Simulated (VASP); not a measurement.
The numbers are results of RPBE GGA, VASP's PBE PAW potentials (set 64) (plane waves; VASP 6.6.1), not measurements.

VASP ran on this input.

### INCAR
```
ALGO=Normal
EDIFF=1E-7
ENCUT=520
GGA=RP
ISIF=2
ISMEAR=-5
LASPH=.True.
LCHARG=.True.
LMAXMIX=4
LORBIT=11
LREAL=.False.
LWAVE=.False.
NEDOS=601
NELM=100
PREC=Accurate
SYSTEM=TiCo
```

### POSCAR
```
TiCo
1
    2.9947208544    -0.0000000000    -0.0000000000
   -0.0000000000     2.9947208544    -0.0000000000
    0.0000000000     0.0000000000     2.9947208544
Ti Co
1 1
Direct
  0.0000000000   0.0000000000   0.0000000000
  0.5000000000   0.5000000000   0.5000000000
```

**KPOINTS**
```
Automatic
0
gamma
  14 14 14
```

POTCAR, in this order: Ti_sv Co (PBE.64 set). Program: vasp_std.

Predict the energy per atom (σ→0), band gap (on the k-mesh).

* **energy per atom (σ→0)**: -7.331 eV/atom
* **band gap (on the k-mesh)**: none (metal, semimetal or under 0.01 eV)

### OSZICAR
```
...
DAV:  12    -0.146626622640E+02    0.10830E-02   -0.41375E-03  4724   0.602E-01    0.105E-01
DAV:  13    -0.146625983851E+02    0.63879E-04   -0.37353E-04  4622   0.168E-01    0.390E-02
DAV:  14    -0.146626048469E+02   -0.64618E-05   -0.36482E-05  5342   0.607E-02    0.912E-03
DAV:  15    -0.146626085843E+02   -0.37374E-05   -0.66977E-06  4358   0.265E-02    0.111E-03
DAV:  16    -0.146626084615E+02    0.12272E-06   -0.22691E-07  3184   0.636E-03    0.731E-04
DAV:  17    -0.146626082468E+02    0.21470E-06   -0.26102E-08  1950   0.259E-03    0.168E-04
DAV:  18    -0.146626082881E+02   -0.41304E-07   -0.52543E-09  1824   0.116E-03
   1 F= -.14662608E+02 E0= -.14662608E+02  d E =0.000000E+00
```

The compound is TiCo in the CsCl type structure. It was relaxed first. The run is not spin-polarised, so no magnetic state was tried. The electron count is odd and the run is not spin-polarised, which forces a metal.
